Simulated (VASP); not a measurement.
Output of a VASP run:

### OSZICAR
```
       N       E                     dE             d eps       ncg     rms          rms(c)
DAV:   1     0.151006947906E+01    0.15101E+01   -0.52125E+03  1400   0.997E+02
DAV:   2    -0.177112811567E+02   -0.19221E+02   -0.18397E+02  2136   0.112E+02
DAV:   3    -0.178168924787E+02   -0.10561E+00   -0.10561E+00  1432   0.110E+01
DAV:   4    -0.178170375664E+02   -0.14509E-03   -0.14509E-03  1944   0.427E-01
DAV:   5    -0.178170376049E+02   -0.38535E-07   -0.38535E-07  1416   0.443E-03    0.601E+00
DAV:   6    -0.173309517244E+02    0.48609E+00   -0.35862E-01  1392   0.487E+00    0.367E+00
DAV:   7    -0.171712943405E+02    0.15966E+00   -0.39438E-01  1592   0.530E+00    0.820E-01
DAV:   8    -0.171737261733E+02   -0.24318E-02   -0.28340E-03  1408   0.596E-01    0.656E-02
DAV:   9    -0.171737647483E+02   -0.38575E-04   -0.28948E-04  1952   0.152E-01    0.333E-02
DAV:  10    -0.171737874956E+02   -0.22747E-04   -0.31252E-05  1368   0.666E-02    0.649E-03
DAV:  11    -0.171737873144E+02    0.18112E-06   -0.20726E-07  1904   0.519E-03    0.152E-03
DAV:  12    -0.171737873106E+02    0.38567E-08   -0.67541E-08  1304   0.326E-03
   1 F= -.17173787E+02 E0= -.17173787E+02  d E =-.280026E-15
```

### OUTCAR
```
------------------------ aborting loop because EDIFF is reached ----------------------------------------
  FORCE on cell =-STRESS in cart. coord.  units (eV):
  Direction    XX          YY          ZZ          XY          YZ          ZX
  --------------------------------------------------------------------------------------
  Total        1.9709844      1.9709844      1.9709844      0.0000000      0.0000000     -0.0000000
  in kB      290.3795947    290.3795947    290.3795947      0.0000000      0.0000000     -0.0000000
  external PRESSURE =     290.3795947 kB  Pullay stress =       0.0000000 kB
  volume of cell :       10.87
      direct lattice vectors                 reciprocal lattice vectors
     0.000000000  1.758460255  1.758460255    -0.284339665  0.284339665  0.284339665
     1.758460255  0.000000000  1.758460255     0.284339665 -0.284339665  0.284339665
     1.758460255  1.758460255  0.000000000     0.284339665  0.284339665 -0.284339665
 POSITION                                       TOTAL-FORCE (eV/Angst)
 -----------------------------------------------------------------------------------
      0.00000      0.00000      0.00000        -0.000000     -0.000000      0.000000
      0.87923      0.87923      0.87923         0.000000      0.000000      0.000000
 -----------------------------------------------------------------------------------
    total drift:                               -0.000000     -0.000000     -0.000000
  FREE ENERGIE OF THE ION-ELECTRON SYSTEM (eV)
  ---------------------------------------------------
  free  energy   TOTEN  =       -17.1737873106 eV

  energy  without entropy=      -17.1737873106  energy(sigma->0) =      -17.17378731
```
(Selected blocks of OUTCAR.)

**POSCAR**
```
C
1
    0.0000000000     1.7584602550     1.7584602550
    1.7584602550     0.0000000000     1.7584602550
    1.7584602550     1.7584602550     0.0000000000
C
2
Direct
  0.0000000000   0.0000000000   0.0000000000
  0.2500000000   0.2500000000   0.2500000000
```

Question: Reconstruct the remaining input files.

Answer: This is not unique; one that fits is the input of the run itself, RPBE GGA, plane waves, VASP's PBE PAW potentials (set 64).

INCAR:
```
SYSTEM = C
PREC = Accurate
ENCUT = 520
EDIFF = 1E-7
NELM = 100
ALGO = Normal
LREAL = .FALSE.
LASPH = .TRUE.
ISMEAR = 0
SIGMA = 0.05
GGA = RP
LWAVE = .FALSE.
LCHARG = .FALSE.
ISIF = 2
```

### KPOINTS
```
Automatic mesh
0
Gamma
13 13 13
0 0 0
```

POTCAR, in this order: C (PBE.64 set). Program: vasp_std.

The compound is C in the diamond structure. This cell is one point of a volume scan, at 0.94 of the reference volume.
